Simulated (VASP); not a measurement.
Output of a VASP run:

OSZICAR:
```
...
DAV:   6    -0.768297018800E+02   -0.77624E-02   -0.32344E-02  1660   0.132E+00    0.362E-01
DAV:   7    -0.768329166881E+02   -0.32148E-02   -0.19733E-02  1852   0.107E+00    0.324E-01
DAV:   8    -0.768340642679E+02   -0.11476E-02   -0.40535E-03  1704   0.396E-01    0.164E-01
DAV:   9    -0.768337830707E+02    0.28120E-03   -0.20630E-03  2140   0.209E-01    0.272E-02
DAV:  10    -0.768338927359E+02   -0.10967E-03   -0.32949E-04  2040   0.133E-01    0.732E-03
DAV:  11    -0.768339029157E+02   -0.10180E-04   -0.16550E-05  1568   0.376E-02    0.696E-03
DAV:  12    -0.768339034080E+02   -0.49229E-06   -0.18543E-06  1132   0.138E-02
   2 F= -.76833903E+02 E0= -.76833903E+02  d E =0.293880E-01
       N       E                     dE             d eps       ncg     rms          rms(c)
DAV:   1    -0.772215310732E+02   -0.38763E+00   -0.11728E+01  1912   0.376E+01    0.551E+00
DAV:   2    -0.769001277678E+02    0.32140E+00   -0.13833E+00  1632   0.110E+01    0.232E+00
DAV:   3    -0.768589262325E+02    0.41202E-01   -0.36626E-01  1552   0.469E+00    0.443E-01
DAV:   4    -0.768854591083E+02   -0.26533E-01   -0.27354E-01  1780   0.231E+00    0.686E-01
DAV:   5    -0.768872527034E+02   -0.17936E-02   -0.53483E-03  1632   0.655E-01    0.586E-01
DAV:   6    -0.768860039423E+02    0.12488E-02   -0.18590E-03  1696   0.352E-01    0.728E-01
DAV:   7    -0.768943399962E+02   -0.83361E-02   -0.21228E-02  1368   0.152E+00    0.617E-01
DAV:   8    -0.768922402516E+02    0.20997E-02   -0.11271E-03  1496   0.377E-01    0.405E-01
DAV:   9    -0.768910185562E+02    0.12217E-02   -0.17058E-03  1820   0.369E-01    0.549E-02
DAV:  10    -0.768910832645E+02   -0.64708E-04   -0.60157E-04  2036   0.163E-01    0.659E-02
DAV:  11    -0.768910863268E+02   -0.30623E-05   -0.59559E-05  1472   0.743E-02    0.206E-02
DAV:  12    -0.768910901891E+02   -0.38622E-05   -0.80869E-06  2044   0.181E-02    0.909E-03
DAV:  13    -0.768910913105E+02   -0.11214E-05   -0.42104E-07   824   0.658E-03    0.803E-03
DAV:  14    -0.768910924984E+02   -0.11879E-05   -0.89761E-07   956   0.927E-03    0.435E-04
DAV:  15    -0.768910925731E+02   -0.74712E-07   -0.15782E-07   776   0.349E-03
   3 F= -.76891093E+02 E0= -.76891093E+02  d E =-.278011E-01
       N       E                     dE             d eps       ncg     rms          rms(c)
DAV:   1    -0.768911521131E+02   -0.59615E-04   -0.22188E-03  1920   0.527E-01    0.767E-02
DAV:   2    -0.768910864831E+02    0.65630E-04   -0.27015E-04  1664   0.156E-01    0.328E-02
DAV:   3    -0.768910774909E+02    0.89922E-05   -0.73210E-05  1548   0.632E-02    0.552E-03
DAV:   4    -0.768910852548E+02   -0.77639E-05   -0.47071E-05  1736   0.281E-02    0.101E-02
DAV:   5    -0.768910860884E+02   -0.83365E-06   -0.80358E-07   860   0.930E-03
   4 F= -.76891086E+02 E0= -.76891086E+02  d E =-.277946E-01
       N       E                     dE             d eps       ncg     rms          rms(c)
DAV:   1    -0.768908745633E+02    0.21069E-03   -0.14925E-01  1472   0.272E+00    0.106E-01
DAV:   2    -0.768914134129E+02   -0.53885E-03   -0.43006E-03  1548   0.526E-01    0.633E-02
DAV:   3    -0.768914738081E+02   -0.60395E-04   -0.28846E-04  1716   0.142E-01    0.287E-02
DAV:   4    -0.768914554907E+02    0.18317E-04   -0.14583E-04  1916   0.858E-02    0.151E-02
DAV:   5    -0.768914870043E+02   -0.31514E-04   -0.22297E-05  1420   0.385E-02    0.116E-02
DAV:   6    -0.768914871831E+02   -0.17878E-06   -0.10297E-06   780   0.109E-02
   5 F= -.76891487E+02 E0= -.76891487E+02  d E =-.401095E-03
```

OUTCAR:
```
------------------------ aborting loop because EDIFF is reached ----------------------------------------
  FORCE on cell =-STRESS in cart. coord.  units (eV):
  Direction    XX          YY          ZZ          XY          YZ          ZX
  --------------------------------------------------------------------------------------
  Total        0.0494939      0.0494939      0.0608750      0.0000000      0.0000000      0.0000000
  in kB        1.2468397      1.2468397      1.5335498      0.0000000      0.0000000      0.0000000
  external PRESSURE =       1.3424097 kB  Pullay stress =       0.0000000 kB
  volume of cell :       63.60
      direct lattice vectors                 reciprocal lattice vectors
     4.625017842  0.000000000  0.000000000     0.216215382 -0.000000000  0.000000000
     0.000000000  4.625017842  0.000000000    -0.000000000  0.216215382  0.000000000
     0.000000000  0.000000000  2.973202696     0.000000000  0.000000000  0.336337647
 POSITION                                       TOTAL-FORCE (eV/Angst)
 -----------------------------------------------------------------------------------
      4.62502      4.62502      2.97320         0.000000      0.000000      0.000000
      2.31251      2.31251      1.48660         0.000000      0.000000      0.000000
      1.40765      1.40765      0.00000         0.007206      0.007206     -0.000000
      3.72016      0.90486      1.48660         0.007206     -0.007206      0.000000
      0.90486      3.72016      1.48660        -0.007206      0.007206     -0.000000
      3.21737      3.21737      2.97320        -0.007206     -0.007206      0.000000
 -----------------------------------------------------------------------------------
    total drift:                                0.000000      0.000000      0.000000
  FREE ENERGIE OF THE ION-ELECTRON SYSTEM (eV)
  ---------------------------------------------------
  free  energy   TOTEN  =       -76.8914871831 eV

  energy  without entropy=      -76.8914871831  energy(sigma->0) =      -76.89148718

 reached required accuracy - stopping structural energy minimisation
```
(Selected blocks of OUTCAR.)

### POSCAR
```
TiO2
1
    4.5947055636    -0.0000000000     0.0000000000
    0.0000000000     4.5947055636     0.0000000000
    0.0000000000     0.0000000000     2.9437176444
Ti O
2 4
Direct
  0.0000000000   1.0000000000   0.0000000000
  0.5000000000   0.5000000000   0.5000000000
  0.3042739349   0.3042739349   1.0000000000
  0.8042739349   0.1957260651   0.5000000000
  0.1957260651   0.8042739349   0.5000000000
  0.6957260651   0.6957260651   0.0000000000
```

Question: Write an INCAR and KPOINTS that could have produced this output.

Answer: Several could match; the one computed here: the input of the run itself, TPSS meta-GGA, plane waves, VASP's PBE PAW potentials (set 64).

File KPOINTS:
```
Automatic mesh
0
Gamma
5 5 7
0 0 0
```

**INCAR**
```
# general
SYSTEM =TiO2
PREC   =Accurate
ENCUT  =520   # plane-wave cut-off (eV)
LREAL  =.FALSE.
LASPH  =.TRUE.   # aspherical one-centre terms

# electronic loop
EDIFF  =1E-6   # SCF stop (eV)
NELM   =100
ALGO   =Normal
LMAXMIX=4
LMIXTAU=.TRUE.

# smearing
ISMEAR =0   # Gaussian
SIGMA  =0.05   # width (eV)

# functional
METAGGA=TPSS

# ions
IBRION =2
NSW    =60   # most ionic steps
ISIF   =3   # ions, shape and volume
EDIFFG =-0.02   # ionic stop

# output
LWAVE  =.FALSE.
LCHARG =.FALSE.
```

POTCAR, in this order: Ti_sv O (PBE.64 set). Program: vasp_std.

Energy and stress use the plane-wave basis of the starting cell.

The compound is TiO2 in the rutile structure. This run relaxes it. Symmetry was kept, so distortions that lower it aren't found. The start is the result of an earlier pass.
